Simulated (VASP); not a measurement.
Consider the following.

```
BiGa4As3
1.0
    4.11967     0.00000     0.00000
    0.00000     4.13304     5.81742
    0.00000    -4.13304     5.81742
Ga Bi As
4 1 3
Direct
  0.50000   0.36072   0.36072
  0.00000   0.36701   0.89450
  0.00000   0.89450   0.36701
  0.50000   0.87613   0.87613
  0.00000   0.50146   0.50146
  0.00000   0.00032   0.00032
  0.50000   0.99965   0.50021
  0.50000   0.50021   0.99965
```

Method: PBEsol GGA, VASP's PBE PAW potentials (set 64) (plane waves; VASP). Numerical set-up: 400 eV cut-off, Gaussian smearing of 0.050 eV, potentials Ga_d Bi_d As.

Q: Give the energies of bands 34 to 47 at the high-symmetry points, in eV from the Fermi level.

A: 
```tsv
band	Γ	Y	C0	Z	A0	T	S	R
34	-3.03	-3.57	-4.03	-3.88	-3.14	-3.06	-3.58	-3.72
35	-1.81	-3.51	-2.79	-3.82	-3.11	-3.00	-3.30	-3.65
36	-1.57	-2.33	-2.34	-3.79	-3.01	-2.95	-2.60	-3.54
37	-1.52	-2.30	-2.33	-3.58	-2.95	-2.91	-2.29	-3.13
38	-1.33	-2.08	-2.21	-3.44	-2.69	-1.85	-1.36	-2.63
39	-0.74	-1.86	-1.83	-3.29	-2.03	-1.38	-1.35	-2.54
40	-0.22	-1.63	-1.76	-1.90	-1.58	-1.19	-0.58	-2.19
41	-0.11	-0.63	-0.45	-1.16	-1.41	-0.99	-0.22	-1.74
42	0.14	1.13	1.45	1.64	0.86	0.01	0.28	1.29
43	0.21	1.40	1.55	2.27	0.94	0.32	0.91	1.33
44	0.46	1.72	1.59	3.76	1.30	0.72	1.34	1.81
45	0.94	1.93	2.25	3.82	1.41	1.09	1.96	1.90
46	1.06	2.55	2.92	3.98	1.54	1.11	3.67	3.67
47	3.08	3.15	3.00	4.09	1.69	1.14	3.80	3.68
```

It has no gap at this level: it comes out as a metal or semimetal.

The structure comes from a computed database's Ga4BiAs3 entry (Amm2); how it stands against other phases isn't given here. It was relaxed first, which changed the volume by -5 %.
